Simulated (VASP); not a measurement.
Given:

```xyz
2
Lattice="2.8610 0.0000 0.0000 0.0000 2.8610 0.0000 0.0000 0.0000 2.8610" Properties=species:S:1:pos:R:3 pbc="T T T"
Al     1.4305     1.4305     1.4305
Ni     0.0000     0.0000     0.0000
```

Method: PBE GGA with D3 dispersion (zero damping), VASP's PBE PAW potentials (set 64) (plane waves; VASP 6.6.1). Numerical set-up: 520 eV cut-off, 13×13×13 Γ-centred mesh, first-order Methfessel-Paxton smearing of 0.10 eV, potentials Al Ni.

Problem. Predict the energy per atom (σ→0), band gap (on the k-mesh) with the smallest direct gap where there is one.

Solution. 
The band gap (on the k-mesh) is none (metal, semimetal or under 0.01 eV) and the energy per atom (σ→0) is -5.598 eV/atom.

The compound is NiAl in the CsCl type structure. It was relaxed first. The run is not spin-polarised, so no magnetic state was tried. The electron count is odd and the run is not spin-polarised, which forces a metal.
